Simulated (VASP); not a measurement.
Data:

```
CsPbCl3
1.0
    5.78151     0.00000     0.00000
    0.00000     5.78151     0.00000
    0.00000     0.00000     5.78151
Cs Pb Cl
1 1 3
Direct
  0.00000   0.00000   0.00000
  0.50000   0.50000   0.50000
  0.50000   0.00000   0.50000
  0.00000   0.50000   0.50000
  0.50000   0.50000   0.00000
```

All values below come from MS2 meta-GGA, VASP's PBE PAW potentials (set 64) (plane waves; VASP 6.6.1). Numerical set-up: 520 eV cut-off, 4×4×4 Γ-centred mesh, Gaussian smearing of 0.050 eV, potentials Cs_sv Pb_d Cl.

### Question
Give the stress tensor in GPa (positive for a compressed cell).

### Answer

```
-1.26   0.00   0.00
 0.00  -1.26   0.00
 0.00   0.00  -1.26
```
The pressure is its mean diagonal, -1.26 GPa.

The compound is CsPbCl3 in the cubic perovskite structure, the ideal cubic form; the compound distorts at low or room temperature. This cell is one point of a volume scan, at 1.06 of the reference volume.
